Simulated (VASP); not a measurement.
SbC: relaxation of cell and atoms with PBEsol

SbC:

```
CELL_PARAMETERS angstrom
3.11468 0.00000 0.00000
0.00000 3.11468 0.00000
0.00000 0.00000 3.11468
ATOMIC_POSITIONS crystal
Sb 0.50000 0.50000 0.50000
C 0.00000 0.00000 0.00000
```

The cell was built by a generator and needn't be a form met in nature.

```
Program                : VASP 6.6.1
Task                   : relaxation of cell and atoms
Functional             : PBEsol
Potentials or basis    : VASP PAW PBE potentials, release 64 (Sb, C)
Cutoff                 : 600 eV
k mesh                 : 9 × 9 × 9
Occupations            : fermi-dirac, width 0.05 eV
Spin                   : no spin polarisation
Target pressure        : 30 GPa
Further INCAR settings : ALGO = Normal; EDIFF = 1e-06; IBRION = 2; EDIFFG = -0.02; NSW = 40; ISIF = 3
Target pressure        : 30 GPa
```

```
Relaxed volume                                         : 12.05 Å³/atom
Relaxed cell                                           : a = 2.889 Å, b = 2.889 Å, c = 2.889 Å, α = 90.00°, β = 90.00°, γ = 90.00°
Space group after relaxing (to 0.05 Å)                 : Pm-3m (No. 221)
Energy change on relaxing (the enthalpy is what falls) : +168.0 meV/atom
Ionic steps                                            : 5
Pressure after relaxing                                : 30.0 GPa
```

Step by step:
```csv
step,energy change (eV),largest force (eV/Å),pressure (GPa),volume (Å³)
1,0.0000,0.0000,-5.37,30.22
2,3.5730,0.0000,166.61,17.85
3,0.2599,0.0000,25.71,24.55
4,0.3117,0.0000,28.67,24.24
5,0.3360,0.0000,30.00,24.11
```

Final structure:
```
CELL_PARAMETERS angstrom
2.88888 0.00000 0.00000
0.00000 2.88888 0.00000
0.00000 0.00000 2.88888
ATOMIC_POSITIONS crystal
Sb 0.50000 0.50000 0.50000
C 0.00000 0.00000 0.00000
```

Levels at points of the mesh, in eV from the Fermi level:
```tsv
k point	band 1	band 2	band 3	band 4	band 5	band 6	band 7	band 8
(0.00, 0.00, 0.00)	-17.57	-2.42	-2.21	-2.21	-2.21	5.46	5.46	10.08
```

Wall time 15 s on 1 thread of Intel(R) Xeon(R) 6975P-C (Granite Rapids), on a shared host, peak memory 0.17 GiB.

Caveat: the cell is relaxed towards a set pressure, so the enthalpy falls and the energy may rise; the volume moved by over 15 % at a fixed basis, so the end points are rough; the bands computed are all filled at some k points, so no gap is given; the PAW data sets were made with another functional, which shifts forces and pressure a little. Spin-orbit coupling is left out, which matters for the levels of Sb.
